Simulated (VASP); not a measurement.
Input of a VASP 6.6.1 run:

The input INCAR:

```
PREC     = Accurate       # precision mode
ENCUT    = 400            # plane-wave cutoff, eV
EDIFF    = 1E-6           # SCF threshold, eV
ISMEAR   = 0              # smearing method
SIGMA    = 0.01           # smearing width, eV
LREAL    = F              # projectors in reciprocal space
LASPH    = T              # aspherical terms in the spheres
NELM     = 100            # most SCF steps
ALGO     = Normal         # electronic algorithm
ISIF     = 2              # what is computed and relaxed
LWAVE    = F              # write WAVECAR
LCHARG   = F              # write CHGCAR
GGA      = PE             # functional
IVDW     = 11             # dispersion correction
ISYM     = 0
```

File KPOINTS:

```
regular mesh
0
Gamma
  1 1 1
```

File POSCAR:

```
SiH2Cl2                                 
1.0
   13.0062868778      0.0000000000      0.0000000000
    0.0000000000     13.5062868778      0.0000000000
    0.0000000000      0.0000000000     14.0062868778
  Si              Cl              H             
     1     2     2
Selective dynamics
Direct
     0.5004594151000035    0.5136331543000026    0.4971609763000018   F   F   F
     0.4103579674076030    0.4069474995286392    0.4348536694453302   T   T   T
     0.5827956027713556    0.4526015743900320    0.6074164374428490   T   T   T
     0.5734642084027681    0.5520482185668386    0.4248048764030066   T   T   T
     0.4328744853445132    0.5922876211080025    0.5360463605799926   T   T   T
```

Potentials or basis: VASP PAW PBE potentials, release 64 (Si, Cl, H).

Run with:

```console
$ cat potpaw_PBE.64/Si/POTCAR potpaw_PBE.64/Cl/POTCAR potpaw_PBE.64/H/POTCAR > POTCAR
$ mpirun -np 4 vasp_gam > vasp.out
```

Question: Predict the largest force.

Answer: 0.035 eV/Å.

Question: Predict the gap between the frontier levels.

Answer: 6.55 eV.

Forces in eV/Å, atoms in the order of the input:
```
Si  -0.001 -0.027  0.008
Cl  -0.017  0.016 -0.026
Cl   0.019  0.026  0.013
H    0.022 -0.015 -0.017
H   -0.023 -0.001  0.021
```

Expect the measured gap to be larger: semilocal functionals such as PBE lack the derivative discontinuity.
